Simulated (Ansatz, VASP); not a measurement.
Two plane-wave programs on CsAg2

```
CELL_PARAMETERS angstrom
4.34625 0.00000 0.00000
-2.17313 3.76397 0.00000
0.00000 0.00000 9.61229
ATOMIC_POSITIONS crystal
Cs 0.00000 0.00000 0.50000
Ag 0.33333 0.66667 0.87566
Ag 0.66667 0.33333 0.12434
```

Alike in both runs: task single point; functional PBE; k mesh 6 × 6 × 2; occupations gaussian, width 0.1 eV; no spin polarisation.

```csv
,VASP,Ansatz
version,VASP 6.6.1,Ansatz 0.2.0
potentials or method,"VASP PAW PBE potentials, release 64 (Cs_sv, Ag)","scalar-relativistic, plane waves, PAW"
plane-wave cutoff (eV),520,420
valence electrons in the cell,31,47
```

```csv
,VASP,Ansatz,Ansatz less VASP
gap on the k mesh at the Fermi level (eV),none,none,-
pressure (GPa),-2.5,-2.5,0.00
largest component of the traceless stress (GPa),2.09,2.09,0.000
rms of the force components (eV/Å),0.174,0.174,-0.0005
```

Atom by atom the forces differ by 0.000 eV/Å (rms over components). A gap of «none» marks a metal or a gap that the smearing closes. The two sets of potentials don't hold the same shells in valence.

Spin-orbit coupling is left out, which matters for the levels of Cs.
